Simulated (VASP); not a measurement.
Set up this calculation in VASP 6.6.1, as the native input.

```
Task                   : relaxation of cell and atoms
Functional             : PBE
Potentials or basis    : VASP PAW PBE potentials, release 64 (Be, Zn, Se)
Cutoff                 : 520 eV
k mesh                 : 3 × 3 × 3
Occupations            : gaussian, width 0.15 eV
Spin                   : no spin polarisation
Further INCAR settings : PREC = Normal; ALGO = Fast; EDIFF = 0.0001; IBRION = 2; EDIFFG = -0.08; NSW = 24; ISIF = 3
```

The structure of BeZn2Se3 lies in POSCAR:

```
BeZn2Se3
1.0
    5.1008131500      0.0000000000      0.0000000000
   -2.5504065700      4.4174337700      0.0000000000
    0.0000000000      0.0000000000      5.5952574600
Be Zn Se
1 2 3
Direct
    0.0000000000      0.0000000000      0.5000000000
    0.3333333300      0.6666666700      0.0000000000
    0.6666666700      0.3333333300      0.0000000000
    0.4002812600      0.0000000000      0.5000000000
    0.0000000000      0.4002812600      0.5000000000
    0.5997187400      0.5997187400      0.5000000000
```

The cell was built by a generator and needn't be a form met in nature.

The input as run:

INCAR

```
PREC = Normal
ENCUT = 520
EDIFF = 1E-4
ISMEAR = 0
SIGMA = 0.15
LREAL = False
LASPH = True
NELM = 60
ALGO = Fast
ISIF = 3
LWAVE = False
LCHARG = False
GGA = PE
IBRION = 2
NSW = 24
EDIFFG = -0.08
```

KPOINTS

```
Automatic mesh
0
Gamma
  3 3 3
```

Potentials or basis: VASP PAW PBE potentials, release 64 (Be, Zn, Se).

Launch:

```console
$ cat potpaw_PBE.64/Be/POTCAR potpaw_PBE.64/Zn/POTCAR potpaw_PBE.64/Se/POTCAR > POTCAR
$ mpirun -np 1 vasp_std > vasp.out
```

Results of the run:

| Item | Value |
| --- | --- |
| Relaxed volume | 20.87 Å³/atom |
| Relaxed cell | a = 6.345 Å, b = 6.345 Å, c = 3.592 Å, α = 90.00°, β = 90.00°, γ = 120.00° |
| Space group after relaxing (to 0.05 Å) | P-62m (No. 189) |
| Energy gained by relaxing | 698.8 meV/atom |
| Ionic steps | 24 |
| Pressure after relaxing | 0.0 GPa |
| Largest force after relaxing | 0.041 eV/Å |
| Band gap on the k mesh | 0.03 eV, indirect (least direct gap 0.04 eV) |

Caveat: the k mesh is coarse (spacing up to 0.47 Å⁻¹), so the values aren't converged; an odd mesh through Γ misses points on the zone boundary, where band edges often lie; the relaxation stopped at a loose force limit of 0.08 eV/Å, so its end isn't a converged minimum.

Run time: 3.3 min on 1 thread of Intel(R) Xeon(R) Platinum 8488C (Sapphire Rapids), with other jobs on the host, peak memory 0.18 GiB.
